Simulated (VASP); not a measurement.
Consider the following.

```
CELL_PARAMETERS angstrom
      0.00000     1.99975     1.99975
      1.99975     0.00000     1.99975
      1.99975     1.99975     0.00000
ATOMIC_POSITIONS crystal
  Ag 0.00000 0.00000 0.00000
```

These are PBEsol GGA, VASP's PBE PAW potentials (set 64) (plane waves; VASP) values and carry that method's errors. Run with 500 eV cut-off, 16×16×16 Γ-centred mesh, first-order Methfessel-Paxton smearing of 0.10 eV, potentials Ag.

Question: Estimate the energy per atom (σ→0), pressure, band gap (on the k-mesh) with the smallest direct gap where there is one.

Answer: 
The band gap (on the k-mesh) comes out as none (metal, semimetal or under 0.01 eV) and the energy per atom (σ→0) comes out as -3.300 eV/atom. The pressure comes out as 5.19 GPa.

Total energies compare only between runs with the same potentials, cut-off and functional.

The compound is Ag in the fcc structure. It was relaxed first under an external pressure of 5 GPa.
